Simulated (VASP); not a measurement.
Here is the system:

```
CELL_PARAMETERS angstrom
      0.00000     3.20651     3.20651
      3.20651     0.00000     3.20651
      3.20651     3.20651     0.00000
ATOMIC_POSITIONS crystal
  Sn 0.00000 0.00000 0.00000
  Te 0.50000 0.50000 0.50000
```

The numbers are results of optB88-vdW, VASP's PBE PAW potentials (set 64) (plane waves; VASP), not measurements. Settings: 520 eV cut-off, Gaussian smearing of 0.050 eV, potentials Sn_d Te.

Unless said otherwise, spin-orbit coupling is left out, though it shifts the bands of the heavy elements here.

Q: Give the energies of bands 7 to 13 at the high-symmetry points, in eV from the valence-band maximum.

A: 
```tsv
band	Γ	X	U	L	W
7	-4.96	-6.49	-7.27	-8.06	-7.24
8	-1.93	-5.09	-4.72	-1.59	-4.39
9	-1.93	-3.40	-2.94	-1.59	-4.39
10	-1.93	-3.40	-2.52	0.00	-0.77
11	3.23	2.60	2.93	0.13	0.89
12	3.23	4.65	3.04	0.49	4.69
13	3.23	4.65	4.37	0.49	4.69
```

The gap is direct, 0.13 eV, from the valence maximum at L to the conduction minimum at L.

The compound is SnTe in the rock salt structure, which distorts at low temperature. It was relaxed first.
